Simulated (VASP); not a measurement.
```
CELL_PARAMETERS angstrom
      0.00000     2.25162     2.25162
      2.25162     0.00000     2.25162
      8.96972     8.96972     0.03674
ATOMIC_POSITIONS crystal
  Zr 0.01090 0.01090 0.99183
  Zr 0.98910 0.98910 0.25817
  C  0.50000 0.50000 0.12500
  C  0.47804 0.47804 0.39147
  C  0.50000 0.50000 0.62500
  C  0.52196 0.52196 0.85853
  Ti 0.98898 0.98898 0.50827
  Ti 0.01102 0.01102 0.74173
```

Calculation: PBEsol GGA, VASP's PBE PAW potentials (set 64) (plane waves; VASP). Numerical set-up: 520 eV cut-off, 13×13×4 Γ-centred mesh, tetrahedra with Blöchl corrections, potentials Zr_sv C Ti_sv.

Question: Estimate the energy per atom (σ→0), band gap (on the k-mesh) with the smallest direct gap where there is one.

Answer: 
```yaml
band gap (on the k-mesh): none (metal, semimetal or under 0.01 eV)
energy per atom (σ→0): -10.031 eV/atom
```

Total energies compare only between runs with the same potentials, cut-off and functional.

The structure was generated: Ti2Zr2C4 was put into an ordered model structure (R-3m), which need not be its known phase. It was relaxed first.
